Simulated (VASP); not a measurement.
Here is the system:

```yaml
crystal:
  lattice:
    - [3.09484, 0.00000, 0.00000]
    - [-1.54742, 2.68021, 0.00000]
    - [0.00000, 0.00000, 6.91215]
  atoms:
    - { symbol: Mo, position: [0.00000, 0.00000, 0.00000] }
    - { symbol: Mo, position: [0.00000, 0.00000, 0.50000] }
    - { symbol: Si, position: [0.33333, 0.66667, 0.25000] }
    - { symbol: Si, position: [0.66667, 0.33333, 0.75000] }
```

All values below come from LDA (Ceperley-Alder, Perdew-Zunger) with spin-orbit coupling, VASP's LDA PAW potentials (set 64) (plane waves; VASP). Numerical set-up: 400 eV cut-off, 10×10×4 Γ-centred mesh, Gaussian smearing of 0.050 eV, potentials Mo_sv Si.

What does the run give for the energy per atom (σ→0), band gap (over mesh and band path) with the smallest direct gap where there is one?

```json
{
  "band gap (over mesh and band path)": "none (metal, semimetal or under 0.01 eV)",
  "energy per atom (σ→0)": "-9.465 eV/atom"
}
```

Only differences to runs with the same potentials and settings are physical.

The structure was generated: SiMo was put into the NiAs type (P6_3/mmc), which need not be its known phase. It was relaxed first, which changed the volume by -25 %.
